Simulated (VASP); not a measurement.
Set up this calculation in VASP 6.6.1, as the native input.

```yaml
Task: single point
Functional: PBE
Dispersion: D3(BJ)
Potentials_or_basis: VASP PAW PBE potentials, release 64 (W_sv, C)
Cutoff: 520 eV
k_mesh: 18 × 18 × 14
Occupations: gaussian, width 0.1 eV
Spin: no spin polarisation
Dipole_correction: no
Further_INCAR_settings: ALGO = Fast; EDIFF = 1e-06; NBANDS = 16
```

The structure of WC (Qusongite) lies in POSCAR:

```
WC
1.0
    2.9020923489      0.0000000000      0.0000000000
   -1.4510461744      2.5132856983      0.0000000000
    0.0000000000      0.0000000000      2.8327426236
W C
1 1
Direct
    0.0000000000      0.0000000000      0.0000000000
    0.6666666667      0.3333333333      0.5000000000
```

The cell isn't the ideal one: relaxed again under DFT PBE+D3(BJ), scalar-relativistic, plane waves, PAW.

These files were run (other wordings do the same):

INCAR

```
SYSTEM = WC
PREC = Accurate
ENCUT = 520
EDIFF = 1E-6
ISMEAR = 0
SIGMA = 0.1
LREAL = .FALSE.
LASPH = .TRUE.
NELM = 100
ALGO = Fast
ISIF = 2
LWAVE = .FALSE.
LCHARG = .TRUE.
GGA = PE
IVDW = 12
LELF = .TRUE.
LVHAR = .TRUE.
NBANDS = 16
```

KPOINTS

```
Automatic mesh
0
G
  18 18 14
  0 0 0
```

Potentials or basis: VASP PAW PBE potentials, release 64 (W_sv, C).

Command:

```bash
$ cat potpaw_PBE.64/W_sv/POTCAR potpaw_PBE.64/C/POTCAR > POTCAR
$ mpirun -np 1 vasp_std > vasp.out
```

Results of the run:

```yaml
Pressure: 1.2 GPa
Band_gap_on_the_k_mesh: none (metal or under the smearing width)
Dispersion_energy_per_atom: -0.464 eV
```

Caveat: pairwise dispersion overbinds metals, which lowers pressure and volume.

It took 64 s on 1 thread of AMD EPYC 9R14 (Zen 4), on a shared host, peak memory 0.2 GiB.
